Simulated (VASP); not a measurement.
Calculation: RPBE GGA, VASP's PBE PAW potentials (set 64) (plane waves; VASP).

VASP input:

### KPOINTS
```
Automatic mesh
0
Gamma
7 7 7
0 0 0
```

INCAR:
```
# general
SYSTEM =CdSe
PREC   =Accurate
ENCUT  =400
LREAL  =.False.
LASPH  =.True.

# electronic loop
EDIFF  =1E-6
NELM   =100
ALGO   =Normal
LMAXMIX=4

# smearing
ISMEAR =0
SIGMA  =0.05

# functional
GGA    =RP

# ions
ISIF   =2

# output
LWAVE  =.False.
LCHARG =.False.
```

POSCAR:
```
CdSe
4.2779960
  0.0000000000   0.7071067855   0.7071067855
  0.7071067855   0.0000000000   0.7071067855
  0.7071067855   0.7071067855   0.0000000000
Cd Se
1 1
Cart
  0.0000000000   0.0000000000   0.0000000000
  0.3535533928   0.3535533928   0.3535533928
```

POTCAR, in this order: Cd Se (PBE.64 set). Program: vasp_std.

The resulting files:

File OUTCAR:
```
 ion  position               nearest neighbor table
   1  0.000  0.000  0.000-   2 2.62   2 2.62   2 2.62   2 2.62
   2  0.250  0.250  0.250-   1 2.62   1 2.62   1 2.62   1 2.62
  LATTYP: Found a face centered cubic cell.
 ALAT       =     6.0500000000
 Subroutine PRICEL returns:
 Original cell was already a primitive cell.
 Subroutine GETGRP returns: Found 24 space group operations
The static configuration has the point symmetry T_d .
The dynamic configuration has the point symmetry T_d .
 Subroutine INISYM returns: Found 24 space group operations
 Subroutine IBZKPT returns following result:
 Found     20 irreducible k-points:

 Following reciprocal coordinates:
            Coordinates               Weight
  0.000000  0.000000  0.000000      1.000000
  0.142857  0.000000  0.000000      8.000000
  0.285714  0.000000  0.000000      8.000000
  0.428571  0.000000  0.000000      8.000000
  0.142857  0.142857  0.000000      6.000000
  0.285714  0.142857  0.000000     24.000000
  0.428571  0.142857  0.000000     24.000000
 -0.428571  0.142857  0.000000     24.000000
 -0.285714  0.142857  0.000000     24.000000
 -0.142857  0.142857  0.000000     12.000000
  0.285714  0.285714  0.000000      6.000000
  0.428571  0.285714  0.000000     24.000000
 -0.428571  0.285714  0.000000     24.000000
 -0.285714  0.285714  0.000000     12.000000
  0.428571  0.428571  0.000000      6.000000
 -0.428571  0.428571  0.000000     12.000000
  0.428571  0.285714  0.142857     24.000000
 -0.428571  0.285714  0.142857     48.000000
 -0.428571  0.428571  0.142857     24.000000
 -0.285714  0.428571  0.142857     24.000000
   k-points           NKPTS =     20   k-points in BZ     NKDIM =     20   number of bands    NBANDS=     13
   number of dos      NEDOS =    301   number of ions     NIONS =      2
   total plane-waves  NPLWV =  21952
   dimension x,y,z NGX =    28 NGY =   28 NGZ =   28
...
```

**OSZICAR**
```
       N       E                     dE             d eps       ncg     rms          rms(c)
DAV:   1     0.962526647615E+02    0.96253E+02   -0.79665E+03   528   0.101E+03
DAV:   2    -0.136789778314E+01   -0.97621E+02   -0.93976E+02   595   0.273E+02
DAV:   3    -0.509086464061E+01   -0.37230E+01   -0.37158E+01   590   0.560E+01
DAV:   4    -0.510870964744E+01   -0.17845E-01   -0.17844E-01   610   0.377E+00
DAV:   5    -0.510881749239E+01   -0.10784E-03   -0.10784E-03   575   0.262E-01    0.704E+00
DAV:   6    -0.476921333870E+01    0.33960E+00   -0.61847E-01   669   0.102E+01    0.536E+00
DAV:   7    -0.474961221916E+01    0.19601E-01   -0.19378E-01   570   0.332E+00    0.214E+00
DAV:   8    -0.475303903086E+01   -0.34268E-02   -0.18352E-02   530   0.200E+00    0.290E-01
DAV:   9    -0.475376819898E+01   -0.72917E-03   -0.24789E-03   600   0.719E-01    0.595E-02
DAV:  10    -0.475401649416E+01   -0.24830E-03   -0.36167E-04   535   0.251E-01    0.562E-02
DAV:  11    -0.475415817524E+01   -0.14168E-03   -0.27389E-04   530   0.111E-01    0.159E-02
DAV:  12    -0.475416035865E+01   -0.21834E-05   -0.82844E-06   630   0.415E-02    0.673E-03
DAV:  13    -0.475416375937E+01   -0.34007E-05   -0.11175E-05   530   0.255E-02    0.311E-03
DAV:  14    -0.475416388384E+01   -0.12448E-06   -0.15204E-07   385   0.363E-03
   1 F= -.47541639E+01 E0= -.47541639E+01  d E =-.216743E-14
```

OUTCAR:
```
------------------------ aborting loop because EDIFF is reached ----------------------------------------
  FORCE on cell =-STRESS in cart. coord.  units (eV):
  Direction    XX          YY          ZZ          XY          YZ          ZX
  --------------------------------------------------------------------------------------
  Total        1.9798592      1.9798592      1.9798592      0.0000000      0.0000000     -0.0000000
  in kB       57.2979063     57.2979063     57.2979063      0.0000000      0.0000000     -0.0000000
  external PRESSURE =      57.2979063 kB  Pullay stress =       0.0000000 kB
  volume of cell :       55.36
      direct lattice vectors                 reciprocal lattice vectors
     0.000000000  3.025000000  3.025000000    -0.165289256  0.165289256  0.165289256
     3.025000000  0.000000000  3.025000000     0.165289256 -0.165289256  0.165289256
     3.025000000  3.025000000  0.000000000     0.165289256  0.165289256 -0.165289256
  FREE ENERGIE OF THE ION-ELECTRON SYSTEM (eV)
  ---------------------------------------------------
  free  energy   TOTEN  =        -4.7541638838 eV

  energy  without entropy=       -4.7541638838  energy(sigma->0) =       -4.75416388
```
(Selected blocks of OUTCAR.)

### OUTCAR
```
 val. band max:        1.1930089563   @ k =   0.0000   0.0000   0.0000

 cond. band min:       2.0088303180   @ k =   0.0000   0.0000   0.0000


 Fermi energy:         1.4452886130

 k-point     1 :       0.0000    0.0000    0.0000
  band No.  band energies     occupation
      1     -11.4454      2.00000
      2      -6.7985      2.00000
      3      -6.7985      2.00000
      4      -6.7985      2.00000
      5      -6.4091      2.00000
      6      -6.4091      2.00000
      7       1.1930      2.00000
      8       1.1930      2.00000
      9       1.1930      2.00000
     10       2.0088      0.00000
     11       7.2024      0.00000
     12       7.2024      0.00000
     13       7.2024      0.00000

 k-point     2 :       0.1429    0.0000    0.0000
  band No.  band energies     occupation
      1     -11.3748      2.00000
      2      -6.7760      2.00000
      3      -6.7760      2.00000
      4      -6.7327      2.00000
      5      -6.4103      2.00000
      6      -6.4103      2.00000
      7      -0.1938      2.00000
      8       1.0296      2.00000
      9       1.0296      2.00000
     10       3.1021      0.00000
     11       7.0178      0.00000
     12       7.4613      0.00000
     13       7.4613      0.00000

 k-point     3 :       0.2857    0.0000    0.0000
  band No.  band energies     occupation
      1     -11.2140      2.00000
      2      -6.7311      2.00000
      3      -6.7311      2.00000
      4      -6.5044      2.00000
      5      -6.4038      2.00000
      6      -6.4038      2.00000
      7      -1.8589      2.00000
      8       0.6993      2.00000
      9       0.6993      2.00000
     10       3.7220      0.00000
     11       7.5798      0.00000
     12       7.7715      0.00000
     13       7.7715      0.00000

 k-point     4 :       0.4286    0.0000    0.0000
  band No.  band energies     occupation
      1     -11.0838      2.00000
      2      -6.7043      2.00000
      3      -6.7043      2.00000
...
```

The compound is CdSe in the zinc blende structure, whereas wurtzite is the usual form. The cell was not relaxed at this level. The run is one of a series of settings (GGA = RP against the base run), some of them coarse on purpose.
